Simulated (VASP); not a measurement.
# Energy against moment in FeNi3 (Awaruite), part 3 of 3

Aim: the energy of FeNi3 (Awaruite) as a function of its total moment. The start is a cell from a database of measured crystal structures.

VASP 6.6.1, plane waves and PAW; the level of theory is named at each step.

Still holding for the runs below: The magnetic state follows from one typed start and may not be the lowest. The k-mesh is coarse for a metal.

So far. Step 8 (Fixed spin moment, fixed moment 5.45): Energy at zero smearing: -50.65180 eV. Step 8 (Fixed spin moment, fixed moment 5.45): The run ends at a pressure of -5.39 GPa.

## (9) Fixed spin moment, fixed moment 6.54

Level of this step: r2SCAN, spin-polarised, total moment fixed; plane waves and PAW (Ni, Fe) (VASP).

INCAR

```
SYSTEM = FeNi3
PREC = Accurate
ENCUT = 350
EDIFF = 1E-06
NELM = 150
ISMEAR = 1
SIGMA = 0.05
LREAL = .FALSE.
ALGO = Normal
METAGGA = R2SCAN
LASPH = .TRUE.
NBANDS = 33
ISPIN = 2
MAGMOM = 1.09 1.09 1.09 3.27
LMAXMIX = 4
LORBIT = 11
LWAVE = .FALSE.
LCHARG = .FALSE.
AMIX = 0.2
BMIX = 1E-04
AMIX_MAG = 0.8
BMIX_MAG = 1E-04
NUPDOWN = 6.54
```

POSCAR

```
FeNi3
1.0
    3.5450000000      0.0000000000      0.0000000000
    0.0000000000      3.5450000000      0.0000000000
    0.0000000000      0.0000000000      3.5450000000
Ni Fe
3 1
Direct
    0.5000000000      0.5000000000      0.0000000000
    0.5000000000      0.0000000000      0.5000000000
    0.0000000000      0.5000000000      0.5000000000
    0.0000000000      0.0000000000      0.0000000000
```

KPOINTS

```
Automatic mesh
0
Gamma
7 7 7
0 0 0
```

Potentials, in the order of the species: Ni and Fe (PBE family, release 64).

On the command line:

```bash
> mpirun -np 1 vasp_std
```

What it wrote:

```text
[... set-up lines as in an earlier step ...]
 entering main loop
       N       E                     dE             d eps       ncg     rms          rms(c)
DAV:   1     0.178527830883E+03    0.17853E+03   -0.13184E+04  2888   0.125E+03
DAV:   2    -0.452689438125E+02   -0.22380E+03   -0.20751E+03  2648   0.268E+02
DAV:   3    -0.589565633605E+02   -0.13688E+02   -0.13145E+02  2982   0.870E+01
DAV:   4    -0.591489290093E+02   -0.19237E+00   -0.19218E+00  2996   0.107E+01
[...]
DAV:  15    -0.502864491615E+02    0.62167E-05   -0.18101E-05  3676   0.960E-02    0.164E-02
DAV:  16    -0.502864543645E+02   -0.52030E-05   -0.55523E-06  2961   0.410E-02    0.183E-02
DAV:  17    -0.502864542035E+02    0.16098E-06   -0.16352E-06  1999   0.372E-02
   1 F= -.50286454E+02 E0= -.50286263E+02  d E =-.574515E-03  mag=     6.5400
```

Run time: 54 s. Hardware: 1 MPI rank of Intel Xeon 6975P-C (Granite Rapids), shared host; peak memory 0.17 GiB.

From OUTCAR (step 9):

```text
  Total       -0.1731912     -0.1731912     -0.1731912      0.0000000     -0.0000000      0.0000000
  in kB       -6.2285602     -6.2285602     -6.2285602      0.0000000     -0.0000000      0.0000000
  external PRESSURE =      -6.2285602 kB  Pullay stress =       0.0000000 kB

  FREE ENERGIE OF THE ION-ELECTRON SYSTEM (eV)
  ---------------------------------------------------
  free  energy   TOTEN  =       -50.2864542035 eV

  energy  without entropy=      -50.2858796882  energy(sigma->0) =      -50.28626270

 magnetization (x)
# of ion       s       p       d       tot
------------------------------------------
    1       -0.003  -0.025   1.078   1.050
    2       -0.003  -0.025   1.078   1.050
    3       -0.003  -0.025   1.078   1.050
    4        0.043   0.035   3.332   3.409
--------------------------------------------------
tot          0.035  -0.041   6.567   6.560

[... 3 parts as in an earlier step ...]

[... 1 further part left out ...]
[key lines of the parts left out:]
E-fermi :   8.2082
```

Energy at zero smearing: -50.28626 eV.

The run ends at a pressure of -0.62 GPa.

## (10) Fixed spin moment, fixed moment 7.63

INCAR, as its differences from that of step 9:

```diff
@@ -13,3 +13,3 @@
 ISPIN = 2
-MAGMOM = 1.09 1.09 1.09 3.27
+MAGMOM = 1.27 1.27 1.27 3.81
 LMAXMIX = 4
@@ -22,2 +22,2 @@
 BMIX_MAG = 1E-04
-NUPDOWN = 6.54
+NUPDOWN = 7.63
```

POSCAR is that of step 9.

KPOINTS is that of step 9.

On the command line:

```bash
> mpirun -np 1 vasp_std
```

What it wrote:

```text
[... set-up lines as in an earlier step ...]
 entering main loop
       N       E                     dE             d eps       ncg     rms          rms(c)
DAV:   1     0.180477714133E+03    0.18048E+03   -0.13224E+04  2888   0.125E+03
DAV:   2    -0.442988257438E+02   -0.22478E+03   -0.20871E+03  2648   0.269E+02
DAV:   3    -0.579790199491E+02   -0.13680E+02   -0.13142E+02  2967   0.869E+01
DAV:   4    -0.581717715955E+02   -0.19275E+00   -0.19258E+00  3002   0.107E+01
[...]
DAV:  14    -0.491224522442E+02    0.65088E-04   -0.10279E-04  3988   0.216E-01    0.366E-02
DAV:  15    -0.491224714980E+02   -0.19254E-04   -0.37415E-05  3293   0.716E-02    0.248E-02
DAV:  16    -0.491224724852E+02   -0.98719E-06   -0.40166E-06  2788   0.393E-02
   1 F= -.49122472E+02 E0= -.49122045E+02  d E =-.128292E-02  mag=     7.6300
```

Wall time 48 s (1 MPI rank); peak memory 0.16 GiB.

Parts of OUTCAR (step 10):

```text
  Total        1.6317283      1.6317283      1.6317283      0.0000000      0.0000000      0.0000000
  in kB       58.6826502     58.6826502     58.6826502      0.0000000      0.0000000      0.0000000
  external PRESSURE =      58.6826502 kB  Pullay stress =       0.0000000 kB

  FREE ENERGIE OF THE ION-ELECTRON SYSTEM (eV)
  ---------------------------------------------------
  free  energy   TOTEN  =       -49.1224724852 eV

  energy  without entropy=      -49.1211895697  energy(sigma->0) =      -49.12204485

 magnetization (x)
# of ion       s       p       d       tot
------------------------------------------
    1        0.016   0.038   1.246   1.300
    2        0.016   0.038   1.246   1.300
    3        0.016   0.038   1.246   1.300
    4        0.060   0.103   3.459   3.621
--------------------------------------------------
tot          0.107   0.218   7.196   7.521

[... 3 parts as in an earlier step ...]

[... 1 further part left out ...]
[key lines of the parts left out:]
E-fermi :   7.9067
```

Spin moment in the PAW sphere by atom:

| atom | spin moment in the PAW sphere (μB) |
| --- | --- |
| Ni1 | 1.30 |
| Ni2 | 1.30 |
| Ni3 | 1.30 |
| Fe4 | 3.62 |

Energy at zero smearing: -49.12204 eV.

The run ends at a pressure of 5.87 GPa.

## (11) Summary

This step: fixed spin moments, r2SCAN; plane waves and PAW (VASP 6.6.1).

No new run; the numbers come from the runs before.

Numbers from this step:

| Property | Result |
| --- | --- |
| free moment | 5.086 μB |
| magnetic energy | 538.0 meV/magnetic atom |

The energy above the free run by moment of the cell:

```
moment of the cell (μB)  energy above the free run (meV/magnetic atom)
                   0.00                                            538
                   1.09                                            344
                   2.18                                            239
                   3.27                                            140
                   4.36                                           41.2
                   5.45                                           5.32
                   6.54                                           96.7
                   7.63                                            388
```

## (12) Summary of results

| Property | Result |
| --- | --- |
| free moment | 5.09 μB |

Left free, the cell holds 5.09 μB. Forcing 7.63 μB costs 388 meV for each atom counted as magnetic, from the free run. The free state lies below the one held at no total moment, by the amount in the table.

[Lines on the potential files, build, host, timing and source positions are cut from VASP's logs without a mark.]

[Logs are printed without paths, hosts, clocks, repeated set-up lines and the standing remarks that a program may print on its own settings, such as how far it seeks lower states.]

[Hosts, paths, dates, database ids (printed as entryN), source tags and the programs' standing remarks are cut or masked in the printed files.]

[In band tables of VASP the shares of atoms and orbitals are scaled to a sum of 1 inside the atoms' spheres.]

[Runs that stopped without an error message from VASP are left out.]
